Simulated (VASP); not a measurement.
```yaml
crystal:
  lattice:
    - [0.00000, 2.00046, 2.00046]
    - [2.00046, 0.00000, 2.00046]
    - [2.00046, 2.00046, 0.00000]
  atoms:
    - { symbol: Li, position: [0.00000, 0.00000, 0.00000] }
    - { symbol: H, position: [0.50000, 0.50000, 0.50000] }
```

All values below come from PW91 GGA, VASP's PBE PAW potentials (set 64) (plane waves; VASP). Settings: 520 eV cut-off, 13×13×13 Γ-centred mesh, tetrahedra with Blöchl corrections, potentials Li_sv H.

What does the run give for the energy per atom (σ→0)?

```
Item                           Result
---------------------  --------------
energy per atom (σ→0)  -3.089 eV/atom
```

Total energies compare only between runs with the same potentials, cut-off and functional.

The compound is LiH in the rock salt structure. It was relaxed first, which changed the volume by -6 %.
